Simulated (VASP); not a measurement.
```
CELL_PARAMETERS angstrom
      0.00000     3.22805     3.22805
      3.22805     0.00000     3.22805
      3.22805     3.22805     0.00000
ATOMIC_POSITIONS crystal
  Ba 0.00000 0.00000 0.00000
  S  0.50000 0.50000 0.50000
```

Computed with PBE GGA, VASP's PBE PAW potentials (set 64) (plane waves; VASP). Settings: 520 eV cut-off, Gaussian smearing of 0.050 eV, potentials Ba_sv S.

Unless said otherwise, spin-orbit coupling is left out, though it shifts the bands of the heavy elements here.

Question: Give the energies of bands 6 to 11 at the high-symmetry points, in eV from the valence-band maximum.

Answer: 
```json
[
 {"band": "6", "Γ": "0.00", "X": "-0.56", "U": "-0.92", "L": "-1.87", "W": "-1.07"},
 {"band": "7", "Γ": "0.00", "X": "-0.15", "U": "-0.59", "L": "-1.03", "W": "-0.51"},
 {"band": "8", "Γ": "0.00", "X": "-0.15", "U": "-0.56", "L": "-1.03", "W": "-0.51"},
 {"band": "9", "Γ": "3.44", "X": "2.16", "U": "3.30", "L": "5.43", "W": "4.26"},
 {"band": "10", "Γ": "3.86", "X": "5.83", "U": "5.86", "L": "5.59", "W": "4.26"},
 {"band": "11", "Γ": "3.86", "X": "5.85", "U": "6.42", "L": "6.18", "W": "6.13"}
]
```

The gap is indirect, 2.16 eV, from the valence maximum at Γ to the conduction minimum at X.

The compound is BaS in the rock salt structure. It was relaxed first.
